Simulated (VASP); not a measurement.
Data:

```
Ir
1.0
    0.00000     1.92616     1.92616
    1.92616     0.00000     1.92616
    1.92616     1.92616     0.00000
Ir
1
Direct
  0.00000   0.00000   0.00000
```

Calculation: r2SCAN meta-GGA, VASP's PBE PAW potentials (set 64) (plane waves; VASP). Run with 480 eV cut-off, 16×16×16 Γ-centred mesh, first-order Methfessel-Paxton smearing of 0.10 eV, potentials Ir.

Each relaxation starts from this cell; other phases were not tried.

### Question
The cell is relaxed at 2 GPa. What happens?

### Answer
The volume per atom goes from 14.29 to 14.23 Å³ (-0.5 %), and the cell becomes a = b = c = 3.8465 Å, α = β = γ = 90.00°, space group Fm-3m.

### Question
The cell is relaxed at 10 GPa. What happens?

### Answer
The volume per atom goes from 14.29 to 13.95 Å³ (-2.4 %), and the cell becomes a = 3.822 Å, b = 3.822 Å, c = 3.822 Å, α = 90.00°, β = 90.00°, γ = 90.00°, space group Fm-3m.

Failed runs are left out, and for metals the shear rows, which the mesh's noise covers.

The compound is Ir in the fcc structure.
